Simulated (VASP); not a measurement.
Energy against volume of W (bcc). Method: rev-vdW-DF2, VASP's PBE PAW potentials (set 64) (plane waves; VASP). Settings: 520 eV cut-off, 16×16×16 Γ-centred mesh, first-order Methfessel-Paxton smearing of 0.10 eV, potentials W_sv.

```tsv
V (Å³/atom)	E (eV/atom)
15.490	-10.32601
15.969	-10.33917
16.448	-10.32409
16.927	-10.28517
```

### Question
Fit these four points and predict the energy of the run at 15.011 Å³/atom.

### Answer
A cubic in V^(−2/3), the third-order Birch-Murnaghan form, passes through the four points with V0 = 15.94 Å³/atom and B0 = 317 GPa, and gives -10.2794 eV/atom there. The run gave -10.2799 eV/atom, -0.5 meV/atom from the fit; all five points give B0 = 315 GPa.

The compound is W in the bcc structure. It was relaxed first.
